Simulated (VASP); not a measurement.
# TaN: accuracy against cost in the SCF threshold and plane-wave cutoff

How sensitive are energy, pressure and forces of TaN to the SCF threshold and plane-wave cutoff? The series runs use PBEsol. The SCF threshold tried: EDIFF = 0.01; EDIFF = 0.001; EDIFF = 1E-04; EDIFF = 1E-05; EDIFF = 1E-06; EDIFF = 1E-08. The plane-wave cutoff tried: ENCUT = 240; ENCUT = 300; ENCUT = 360; ENCUT = 400; ENCUT = 460; ENCUT = 520; ENCUT = 640; ENCUT = 800. The start is a cell from a database of measured crystal structures.

Main program and level: VASP 6.6.1; PBEsol; plane waves and PAW (Ta_pv, N).

### 1. Set-up

Symmetry: P-62m, No. 189, hexagonal system. Conventional cell: a = 5.196 Å, b = 5.196 Å, c = 2.911 Å, α = 90.00°, β = 90.00°, γ = 120.00°. Ta has 6 N at 2.16 Å nearest. Nearest to Ta lie 3 N at 2.04 Å. Nearest to N lie 5 Ta at 2.04 to 2.16 Å. Farther neighbours and most contacts between anions are not listed.

### 2. SCF threshold: EDIFF = 0.01

EDIFF stops the electronic loop; forces need it tighter than energies do. PBEsol restores the gradient expansion of exchange and is tuned for the cells of solids.

INCAR reads:

```
SYSTEM = TaN
PREC = Accurate
ENCUT = 520
EDIFF = 0.01
NELM = 100
ISMEAR = -1
SIGMA = 0.05
LREAL = .FALSE.
ALGO = Normal
GGA = PS
NBANDS = 30
LASPH = .TRUE.
LORBIT = 11
LWAVE = .FALSE.
LCHARG = .FALSE.
KPAR = 4
ISIF = 2
```

POSCAR reads:

```
TaN
1.0
    5.1960000000      0.0000000000      0.0000000000
   -2.5980000000      4.4998679981      0.0000000000
    0.0000000000      0.0000000000      2.9110000000
Ta N
3 3
Direct
    0.3333333333      0.6666666667      0.5000000000
    0.6666666667      0.3333333333      0.5000000000
    0.0000000000      0.0000000000      0.0000000000
    0.3928500000      0.0000000000      0.0000000000
    0.6071500000      0.6071500000      0.0000000000
    0.0000000000      0.3928500000      0.0000000000
```

KPOINTS reads:

```
Automatic mesh
0
Gamma
5 5 8
0 0 0
```

The projector-augmented-wave data sets are Ta_pv and N (PBE family, release 64).

Started as:

```
mpirun -np 4 vasp_std
```

Log:

```text
[banner, memory and clock lines left out]
running    4 mpi-ranks, on    1 nodes
 distrk:  each k-point on    1 cores,    4 groups
 distr:  one band on    1 cores,    1 groups

 POSCAR found type information on POSCAR TaN
 POSCAR found :  2 types and       6 ions
|                                                                             |
|               ----> ADVICE to this user running VASP <----                  |
|                                                                             |
|     You enforced a specific xc type in the INCAR file but a different       |
|     [... a line on the potential file left out ...]
|     I HOPE YOU KNOW WHAT YOU ARE DOING!                                     |
|                                                                             |

 LDA part: xc-table for (Slater+PW92), standard interpolation
 POSCAR, INCAR and KPOINTS ok, starting setup
 FFT: planning ... GRIDC
 FFT: planning ... GRID_SOFT
 FFT: planning ... GRID
 WAVECAR not read
 entering main loop
       N       E                     dE             d eps       ncg     rms          rms(c)
DAV:   1     0.449721869253E+03    0.44972E+03   -0.26575E+04  1500   0.167E+03
DAV:   2    -0.515963315321E+02   -0.50132E+03   -0.48467E+03  1766   0.477E+02
DAV:   3    -0.800417616427E+02   -0.28445E+02   -0.27981E+02  1840   0.108E+02
DAV:   4    -0.806191533844E+02   -0.57739E+00   -0.57342E+00  1864   0.150E+01
DAV:   5    -0.806342985610E+02   -0.15145E-01   -0.15133E-01  1652   0.192E+00    0.438E+01
DAV:   6    -0.717730115004E+02    0.88613E+01   -0.52671E+01  1926   0.393E+01    0.190E+01
DAV:   7    -0.715257805134E+02    0.24723E+00   -0.23527E+00  1798   0.876E+00    0.105E+01
DAV:   8    -0.714560848190E+02    0.69696E-01   -0.35064E-01  1822   0.378E+00    0.871E-01
DAV:   9    -0.714433193949E+02    0.12765E-01   -0.42765E-02  1620   0.139E+00    0.364E-01
DAV:  10    -0.714427134077E+02    0.60599E-03   -0.12399E-02  1110   0.619E-01
   1 F= -.71442713E+02 E0= -.71438462E+02  d E =-.850353E-02
```

It took 15 s on 4 MPI ranks of AMD EPYC 7R43, shared host; peak memory 0.71 GiB.

Lines that name or quote the potential files are left out of all logs, and their timing lines are given in words.

OUTCAR, selected parts (step 2):

```text
ion  position               nearest neighbor table
   1  0.333  0.667  0.500-   4 2.16   4 2.16   6 2.16   6 2.16   5 2.16   5 2.16   2 3.00   2 3.00
                             2 3.00   3 3.33   3 3.33   3 3.33   3 3.33   3 3.33   3 3.33
   2  0.667  0.333  0.500-   6 2.16   6 2.16   4 2.16   4 2.16   5 2.16   5 2.16   1 3.00   1 3.00
                             1 3.00   3 3.33   3 3.33   3 3.33   3 3.33   3 3.33   3 3.33
   3  0.000  0.000  0.000-   4 2.04   5 2.04   6 2.04   2 3.33   1 3.33   1 3.33   2 3.33   2 3.33
                             2 3.33   1 3.33   1 3.33   2 3.33   2 3.33   1 3.33   1 3.33
   4  0.393  0.000  0.000-   3 2.04   1 2.16   1 2.16   2 2.16   2 2.16
   5  0.607  0.607  0.000-   3 2.04   1 2.16   1 2.16   2 2.16   2 2.16
   6  0.000  0.393  0.000-   3 2.04   2 2.16   2 2.16   1 2.16   1 2.16

  LATTYP: Found a hexagonal cell.
 ALAT       =     5.1960000000
 C/A-ratio  =     0.5602386451

 Subroutine GETGRP returns: Found 12 space group operations
 (whereof 12 operations were pure point group operations)

The static configuration has the point symmetry D_3h.

 Found     25 irreducible k-points:

   k-points           NKPTS =     25   k-points in BZ     NKDIM =     25   number of bands    NBANDS=     30

   dimension x,y,z NGX =    40 NGY =   40 NGZ =   24
   dimension x,y,z NGXF=    80 NGYF=   80 NGZF=   48

   ENCUT  =  520.0 eV  38.22 Ry    6.18 a.u.   9.66  9.66  5.41*2*pi/ulx,y,z

   NELECT =      48.0000    total number of electrons

 k-points in reciprocal lattice and weights: Automatic mesh
   0.00000000  0.00000000  0.00000000       0.005
   0.20000000  0.00000000  0.00000000       0.030
   0.40000000  0.00000000  0.00000000       0.030
   0.20000000  0.20000000  0.00000000       0.030
   0.40000000  0.20000000  0.00000000       0.030
   0.00000000  0.00000000  0.12500000       0.010
   0.20000000  0.00000000  0.12500000       0.060
   0.40000000  0.00000000  0.12500000       0.060
   0.20000000  0.20000000  0.12500000       0.060
[...]
0.20000000  0.20000000  0.50000000       0.030
   0.40000000  0.20000000  0.50000000       0.030

 average (electrostatic) potential at core
       1 -35.7382       2 -35.7382       3 -35.1081       4 -61.9157       5 -61.9157
       6 -61.9157

 E-fermi :   8.3516

 k-point     1 :       0.0000    0.0000    0.0000
  band No.  band energies     occupation
    ...
     21       3.9340      2.00000
     22       4.8716      2.00000
     23       6.2486      2.00000
     24       7.2620      2.00000
     25       7.2620      2.00000
     26       8.7314      0.00100
     27       8.7314      0.00100
     28      10.0036      0.00000
     29      10.0845      0.00000
     30      10.0861      0.00000

 k-point     2 :       0.2000    0.0000    0.0000
  band No.  band energies     occupation
    ...
     20       3.4219      2.00000
     21       4.3993      2.00000
     22       4.4919      2.00000
     23       5.3601      2.00000
     24       6.9466      2.00000
     25       8.5187      0.06823
     26       9.0393      0.00000
     27       9.2117      0.00000
     28       9.2373      0.00000
     29      10.2222      0.00000
    ...

 k-point     3 :       0.4000    0.0000    0.0000
  band No.  band energies     occupation
    ...
     20       3.7700      2.00000
     21       4.0762      2.00000
     22       4.3402      2.00000
     23       5.1589      2.00000
     24       5.9382      2.00000
     25       9.1640      0.00000
     26       9.7351      0.00000
     27      10.2548      0.00000
     28      10.2978      0.00000
     29      10.4354      0.00000
    ...

  Total       -0.9437599     -0.9437599     -1.8014428      0.0000000      0.0000000      0.0000000
  in kB      -22.2157492    -22.2157492    -42.4052810      0.0000000      0.0000000      0.0000000
  external PRESSURE =     -28.9455932 kB  Pullay stress =       0.0000000 kB

  energy-cutoff  :      520.00
  volume of cell :       68.06
      direct lattice vectors                 reciprocal lattice vectors
     5.196000000  0.000000000  0.000000000     0.192455735  0.111114371  0.000000000
    -2.598000000  4.499867998  0.000000000     0.000000000  0.222228741  0.000000000
     0.000000000  0.000000000  2.911000000     0.000000000  0.000000000  0.343524562

 POSITION                                       TOTAL-FORCE (eV/Angst)
 -----------------------------------------------------------------------------------
     -0.00000      2.99991      1.45550         0.000000     -0.000000      0.000000
      2.59800      1.49996      1.45550         0.000000     -0.000000      0.000000
      0.00000      0.00000      0.00000         0.000000     -0.000000      0.000000
      2.04125      0.00000      0.00000        -0.017292     -0.000000     -0.000000
      1.57738      2.73209      0.00000         0.008646      0.014975      0.000000
     -1.02062      1.76777      0.00000         0.008646     -0.014975      0.000000
 -----------------------------------------------------------------------------------
    total drift:                               -0.000004     -0.000007      0.000000

  FREE ENERGIE OF THE ION-ELECTRON SYSTEM (eV)
  ---------------------------------------------------
  free  energy   TOTEN  =       -71.4427134077 eV

  energy  without entropy=      -71.4342098807  energy(sigma->0) =      -71.43846164

 total charge
# of ion       s       p       d       tot
------------------------------------------
    1        0.295   6.267   2.397   8.959
    2        0.295   6.267   2.397   8.959
    3        0.335   6.222   2.430   8.987
    4        1.231   2.548   0.000   3.780
    5        1.231   2.548   0.000   3.780
    6        1.231   2.548   0.000   3.780
--------------------------------------------------
tot          4.619  26.402   7.223  38.244

[... 3 further parts left out ...]
```

The k-mesh is coarse for a metal. The PAW data sets were made with PBE, which is usual practice but a small mismatch for other functionals.

This step gave:

```yaml
electronic_steps: 10
electrons: 48
bands: 30
irreducible_k_points: 25
symmetry_operations: 12
free_energy_toten: -71.4427 eV
energy_at_zero_smearing: -71.4385 eV
fermi_energy: 8.352 eV
pressure: -2.895 GPa
metallic: yes
```

The series starts at -11.9064 eV an atom and -2.89 GPa, after 10 cycles in 15 s.

### 3. SCF threshold: EDIFF = 0.001

Edit INCAR of step 2 so:

```diff
@@ -3,3 +3,3 @@
 ENCUT = 520
-EDIFF = 0.01
+EDIFF = 0.001
 NELM = 100
```

POSCAR is that of step 2.

KPOINTS is that of step 2.

Started as:

```
mpirun -np 4 vasp_std
```

Log:

```text
[banner, memory and clock lines left out]
running    4 mpi-ranks, on    1 nodes
[...]
[... a notice as in an earlier step ...]

 LDA part: xc-table for (Slater+PW92), standard interpolation
 POSCAR, INCAR and KPOINTS ok, starting setup
[...]
entering main loop
       N       E                     dE             d eps       ncg     rms          rms(c)
[... 4 cycles as in an earlier step ...]
DAV:   5    -0.806343569264E+02   -0.15204E-01   -0.15191E-01  1852   0.192E+00    0.438E+01
DAV:   6    -0.717731472929E+02    0.88612E+01   -0.52674E+01  1920   0.393E+01    0.190E+01
DAV:   7    -0.715257985393E+02    0.24735E+00   -0.23523E+00  1798   0.876E+00    0.105E+01
DAV:   8    -0.714560898462E+02    0.69709E-01   -0.35066E-01  1822   0.378E+00    0.870E-01
DAV:   9    -0.714433708992E+02    0.12719E-01   -0.43296E-02  1908   0.139E+00    0.363E-01
DAV:  10    -0.714429504061E+02    0.42049E-03   -0.13977E-02  1700   0.590E-01    0.170E-01
DAV:  11    -0.714425856820E+02    0.36472E-03   -0.40493E-03  1586   0.357E-01
   1 F= -.71442586E+02 E0= -.71438309E+02  d E =-.855270E-02
```

Wall time 16 s (4 MPI ranks); peak memory 0.74 GiB; 62 s of CPU time.

From OUTCAR (step 3):

```text
  Total       -0.9596053     -0.9596053     -1.7816577      0.0000000      0.0000000      0.0000000
  in kB      -22.5887448    -22.5887448    -41.9395463      0.0000000      0.0000000      0.0000000
  external PRESSURE =     -29.0390120 kB  Pullay stress =       0.0000000 kB

 POSITION                                       TOTAL-FORCE (eV/Angst)
 -----------------------------------------------------------------------------------
     -0.00000      2.99991      1.45550         0.000000      0.000000      0.000000
      2.59800      1.49996      1.45550         0.000000      0.000000      0.000000
      0.00000      0.00000      0.00000         0.000000      0.000000      0.000000
      2.04125      0.00000      0.00000        -0.002992      0.000000     -0.000000
      1.57738      2.73209      0.00000         0.001496      0.002591      0.000000
     -1.02062      1.76777      0.00000         0.001496     -0.002591      0.000000
 -----------------------------------------------------------------------------------
    total drift:                               -0.000001     -0.000002      0.000000

  FREE ENERGIE OF THE ION-ELECTRON SYSTEM (eV)
  ---------------------------------------------------
  free  energy   TOTEN  =       -71.4425856820 eV

  energy  without entropy=      -71.4340329855  energy(sigma->0) =      -71.43830933

[... 2 parts as in an earlier step ...]

[... 1 further part left out ...]
[key lines of the parts left out:]
E-fermi :   8.3577
```

Against the run before the energy moves by +0.03 meV an atom and the pressure by -0.01 GPa, after 11 cycles in 16 s.

### 4. SCF threshold: EDIFF = 1E-04

Edit INCAR of step 3 so:

```diff
@@ -3,3 +3,3 @@
 ENCUT = 520
-EDIFF = 0.001
+EDIFF = 1E-04
 NELM = 100
```

POSCAR is that of step 3.

KPOINTS is that of step 3.

Started as:

```
mpirun -np 4 vasp_std
```

Log:

```text
[... set-up lines as in an earlier step ...]
 entering main loop
       N       E                     dE             d eps       ncg     rms          rms(c)
[... 9 cycles as in an earlier step ...]
DAV:  10    -0.714429564035E+02    0.41450E-03   -0.14037E-02  1900   0.590E-01    0.170E-01
DAV:  11    -0.714425920027E+02    0.36440E-03   -0.41217E-03  1902   0.355E-01    0.491E-02
DAV:  12    -0.714425519529E+02    0.40050E-04   -0.26128E-04  1574   0.964E-02
   1 F= -.71442552E+02 E0= -.71438281E+02  d E =-.854126E-02
```

Wall time 17 s (4 MPI ranks); peak memory 0.71 GiB; 66 s of CPU time.

OUTCAR, selected parts (step 4):

```text
  Total       -0.9712644     -0.9712644     -1.8077886      0.0000000      0.0000000      0.0000000
  in kB      -22.8631963    -22.8631963    -42.5546572      0.0000000      0.0000000      0.0000000
  external PRESSURE =     -29.4270166 kB  Pullay stress =       0.0000000 kB

 POSITION                                       TOTAL-FORCE (eV/Angst)
 -----------------------------------------------------------------------------------
     -0.00000      2.99991      1.45550         0.000000     -0.000000     -0.000000
      2.59800      1.49996      1.45550        -0.000000     -0.000000     -0.000000
      0.00000      0.00000      0.00000        -0.000000     -0.000000     -0.000000
      2.04125      0.00000      0.00000        -0.006647     -0.000000      0.000000
      1.57738      2.73209      0.00000         0.003324      0.005757      0.000000
     -1.02062      1.76777      0.00000         0.003324     -0.005757     -0.000000
 -----------------------------------------------------------------------------------
    total drift:                               -0.000002     -0.000003      0.000000

  FREE ENERGIE OF THE ION-ELECTRON SYSTEM (eV)
  ---------------------------------------------------
  free  energy   TOTEN  =       -71.4425519529 eV

  energy  without entropy=      -71.4340106924  energy(sigma->0) =      -71.43828132

[... 2 parts as in an earlier step ...]

[... 1 further part left out ...]
[key lines of the parts left out:]
E-fermi :   8.3569
```

Against the run before the energy stays within 0.01 meV an atom; the pressure moves by -0.04 GPa, after 12 cycles in 17 s.

### 5. SCF threshold: EDIFF = 1E-05

Edit INCAR of step 4 so:

```diff
@@ -3,3 +3,3 @@
 ENCUT = 520
-EDIFF = 1E-04
+EDIFF = 1E-05
 NELM = 100
```

POSCAR is that of step 4.

KPOINTS is that of step 4.

Started as:

```
mpirun -np 4 vasp_std
```

Log:

```text
[... set-up lines as in an earlier step ...]
 entering main loop
       N       E                     dE             d eps       ncg     rms          rms(c)
[... 11 cycles as in an earlier step ...]
DAV:  12    -0.714425524488E+02    0.39554E-04   -0.26623E-04  1838   0.964E-02    0.156E-02
DAV:  13    -0.714425518242E+02    0.62461E-06   -0.13743E-05  1252   0.237E-02
   1 F= -.71442552E+02 E0= -.71438282E+02  d E =-.854028E-02
```

The job ended after 18 s (4 MPI ranks; peak memory 0.72 GiB; 70 s of CPU time).

From OUTCAR (step 5):

```text
  Total       -0.9614522     -0.9614522     -1.8005736      0.0000000      0.0000000      0.0000000
  in kB      -22.6322196    -22.6322196    -42.3848193      0.0000000      0.0000000      0.0000000
  external PRESSURE =     -29.2164195 kB  Pullay stress =       0.0000000 kB

 POSITION                                       TOTAL-FORCE (eV/Angst)
 -----------------------------------------------------------------------------------
     -0.00000      2.99991      1.45550         0.000000      0.000000     -0.000000
      2.59800      1.49996      1.45550         0.000000      0.000000     -0.000000
      0.00000      0.00000      0.00000         0.000000     -0.000000     -0.000000
      2.04125      0.00000      0.00000        -0.006397     -0.000000      0.000000
      1.57738      2.73209      0.00000         0.003199      0.005540      0.000000
     -1.02062      1.76777      0.00000         0.003199     -0.005540     -0.000000
 -----------------------------------------------------------------------------------
    total drift:                               -0.000002     -0.000003      0.000000

  FREE ENERGIE OF THE ION-ELECTRON SYSTEM (eV)
  ---------------------------------------------------
  free  energy   TOTEN  =       -71.4425518242 eV

  energy  without entropy=      -71.4340115425  energy(sigma->0) =      -71.43828168

[... 2 parts as in an earlier step ...]

[... 1 further part left out ...]
[key lines of the parts left out:]
E-fermi :   8.3567
```

Against the run before the energy stays within 0.01 meV an atom; the pressure moves by +0.02 GPa, after 13 cycles in 18 s.

### 6. SCF threshold: EDIFF = 1E-06

Edit INCAR of step 5 so:

```diff
@@ -3,3 +3,3 @@
 ENCUT = 520
-EDIFF = 1E-05
+EDIFF = 1E-06
 NELM = 100
```

POSCAR is that of step 5.

KPOINTS is that of step 5.

Started as:

```
mpirun -np 4 vasp_std
```

Log:

```text
[... set-up lines as in an earlier step ...]
 entering main loop
       N       E                     dE             d eps       ncg     rms          rms(c)
[... 11 cycles as in an earlier step ...]
DAV:  12    -0.714425524665E+02    0.39536E-04   -0.26641E-04  1878   0.964E-02    0.156E-02
DAV:  13    -0.714425520350E+02    0.43144E-06   -0.15954E-05  1796   0.235E-02    0.525E-03
DAV:  14    -0.714425519525E+02    0.82568E-07   -0.82568E-07  1182   0.731E-03
   1 F= -.71442552E+02 E0= -.71438282E+02  d E =-.854065E-02
```

Wall time 20 s (4 MPI ranks); peak memory 0.73 GiB; 77 s of CPU time.

Parts of OUTCAR (step 6):

```text
  Total       -0.9677565     -0.9677565     -1.8081213      0.0000000      0.0000000      0.0000000
  in kB      -22.7806219    -22.7806219    -42.5624887      0.0000000      0.0000000      0.0000000
  external PRESSURE =     -29.3745775 kB  Pullay stress =       0.0000000 kB

 POSITION                                       TOTAL-FORCE (eV/Angst)
 -----------------------------------------------------------------------------------
     -0.00000      2.99991      1.45550         0.000000     -0.000000     -0.000000
      2.59800      1.49996      1.45550         0.000000     -0.000000     -0.000000
      0.00000      0.00000      0.00000         0.000000     -0.000000     -0.000000
      2.04125      0.00000      0.00000        -0.006472     -0.000000      0.000000
      1.57738      2.73209      0.00000         0.003236      0.005605      0.000000
     -1.02062      1.76777      0.00000         0.003236     -0.005605     -0.000000
 -----------------------------------------------------------------------------------
    total drift:                               -0.000002     -0.000003      0.000000

  FREE ENERGIE OF THE ION-ELECTRON SYSTEM (eV)
  ---------------------------------------------------
  free  energy   TOTEN  =       -71.4425519525 eV

  energy  without entropy=      -71.4340113005  energy(sigma->0) =      -71.43828163

[... 2 parts as in an earlier step ...]

[... 1 further part left out ...]
[key lines of the parts left out:]
E-fermi :   8.3568
```

Against the run before the energy stays within 0.01 meV an atom; the pressure moves by -0.02 GPa, after 14 cycles in 20 s.

(Continued in part 2 of 3.)

[Lines on the potential files, build, host, timing and source positions are cut from VASP's logs without a mark.]

[Logs are printed without paths, hosts, clocks, repeated set-up lines and the standing remarks that a program may print on its own settings, such as how far it seeks lower states.]

[Hosts, paths, dates, database ids (printed as entryN), source tags and the programs' standing remarks are cut or masked in the printed files.]

[A measured line is paired with the nearest computed mode of its activity, which favours agreement.]
